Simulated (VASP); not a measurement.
Data:

```
LiF
1.0
   -0.00497     1.98967     1.98967
    1.98967    -0.00497     1.98967
    1.98470     1.98470     0.00000
Li F
1 1
Direct
  0.00000   0.00000   0.00000
  0.50000   0.50000   0.50000
```

All values below come from r2SCAN meta-GGA, VASP's PBE PAW potentials (set 64) (plane waves; VASP). Numerical set-up: 600 eV cut-off, 10×10×10 Γ-centred mesh, Gaussian smearing of 0.050 eV, potentials Li_sv F.

What does the run give for the energy per atom (σ→0), band gap (on the k-mesh) with the smallest direct gap where there is one?

- band gap (on the k-mesh): 10.61 eV
- smallest direct gap (on the k-mesh): 10.61 eV
- energy per atom (σ→0): -5.954 eV/atom

Only differences to runs with the same potentials and settings are physical.

The compound is LiF in the rock salt structure. This cell was strained or had an atom moved on purpose.
